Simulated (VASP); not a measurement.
Output of a VASP run:

### OSZICAR
```
       N       E                     dE             d eps       ncg     rms          rms(c)
DAV:   1     0.318450939899E+03    0.31845E+03   -0.84060E+03  1360   0.132E+03
DAV:   2     0.309398272374E+02   -0.28751E+03   -0.28270E+03  2176   0.357E+02
DAV:   3    -0.294324861308E+02   -0.60372E+02   -0.59735E+02  2388   0.176E+02
DAV:   4    -0.346575770550E+02   -0.52251E+01   -0.51264E+01  2360   0.419E+01
DAV:   5    -0.352190941577E+02   -0.56152E+00   -0.55941E+00  2512   0.165E+01    0.122E+01
DAV:   6    -0.308945412257E+02    0.43246E+01   -0.61673E+01  2168   0.396E+01    0.895E+00
DAV:   7    -0.299299244275E+02    0.96462E+00   -0.12823E+01  2196   0.337E+01    0.369E+00
DAV:   8    -0.298572573851E+02    0.72667E-01   -0.55657E-01  2336   0.678E+00    0.118E+00
DAV:   9    -0.298510570464E+02    0.62003E-02   -0.96522E-02  2632   0.272E+00    0.414E-01
DAV:  10    -0.298527903638E+02   -0.17333E-02   -0.12203E-02  2520   0.896E-01    0.174E-01
DAV:  11    -0.298529575428E+02   -0.16718E-03   -0.24180E-03  2584   0.362E-01    0.591E-02
DAV:  12    -0.298529951672E+02   -0.37624E-04   -0.13975E-04  2208   0.899E-02    0.133E-02
DAV:  13    -0.298530010052E+02   -0.58381E-05   -0.33730E-05  2512   0.485E-02    0.555E-03
DAV:  14    -0.298530018776E+02   -0.87241E-06   -0.26360E-06  1384   0.154E-02
   1 F= -.29853002E+02 E0= -.29852996E+02  d E =-.115664E-04
```

**OUTCAR**
```
------------------------ aborting loop because EDIFF is reached ----------------------------------------
  FORCE on cell =-STRESS in cart. coord.  units (eV):
  Direction    XX          YY          ZZ          XY          YZ          ZX
  --------------------------------------------------------------------------------------
  Total      -12.5068301    -15.6141280    -16.1063718      0.0000000      0.0000000      0.8313358
  in kB     -204.6021214   -255.4351259   -263.4878558      0.0000000      0.0000000     13.6000139
  external PRESSURE =    -241.1750344 kB  Pullay stress =       0.0000000 kB
  volume of cell :       97.94
      direct lattice vectors                 reciprocal lattice vectors
     3.142269000 -2.296325000  0.000000000     0.159120686 -0.217739214  0.026741883
     3.142269000  2.296325000  0.000000000     0.159120686  0.217739214  0.026741883
    -1.140529000  0.000000000  6.786424000     0.000000000  0.000000000  0.147353009
 POSITION                                       TOTAL-FORCE (eV/Angst)
 -----------------------------------------------------------------------------------
      1.57113      1.14816      0.00000        -0.000000     -0.000000      0.000000
      1.00087     -1.14816      3.39321        -0.000000      0.000000      0.000000
      2.85714     -0.37476      1.69661         0.000000     -0.194125     -0.000000
      2.28687      0.37476      5.08982        -0.000000      0.194125      0.000000
 -----------------------------------------------------------------------------------
    total drift:                                0.000000     -0.000000     -0.000000
  FREE ENERGIE OF THE ION-ELECTRON SYSTEM (eV)
  ---------------------------------------------------
  free  energy   TOTEN  =       -29.8530018776 eV

  energy  without entropy=      -29.8529903112  energy(sigma->0) =      -29.85299609
```
(Selected blocks of OUTCAR.)

**POSCAR**
```
LaN
1
    3.1422690000    -2.2963250000     0.0000000000
    3.1422690000     2.2963250000     0.0000000000
   -1.1405290000     0.0000000000     6.7864240000
La N
2 2
Direct
  0.0000000000   0.5000000000   0.0000000000
  0.5000000000   0.0000000000   0.5000000000
  0.5816000000   0.4184000000   0.2500000000
  0.4184000000   0.5816000000   0.7500000000
```

Problem. Write an INCAR and KPOINTS that could have produced this output.

Solution. This is not unique; one that fits is the input of the run itself, PBE GGA, plane waves, VASP's PBE PAW potentials (set 64).

### INCAR
```
# general
SYSTEM  = LaN
PREC    = Accurate
ENCUT   = 275   # plane-wave cut-off (eV)
LREAL   = F
LASPH   = T

# electronic loop
EDIFF   = 1E-6   # SCF stop (eV)
NELM    = 100
ALGO    = Normal   # blocked Davidson
LMAXMIX = 6   # l cut-off of mixed one-centre charges

# smearing
ISMEAR  = 0   # Gaussian
SIGMA   = 0.05   # width (eV)

# functional
GGA     = PE   # PBE

# ions
ISIF    = 2   # forces and stress, cell fixed

# output
LWAVE   = F
LCHARG  = F
```

**KPOINTS**
```
K-points
0
gamma
6 6 3
```

POTCAR, in this order: La N (PBE.64 set). Program: vasp_std.

At this cut-off the stress carries a Pulay error, which pulls relaxed volumes low.

The structure was generated: LaN was put into the tenorite type (C2/c), which need not be its known phase. The cell was not relaxed at this level. The run is one of a series of settings (ENCUT = 275 against the base run), some of them coarse on purpose.
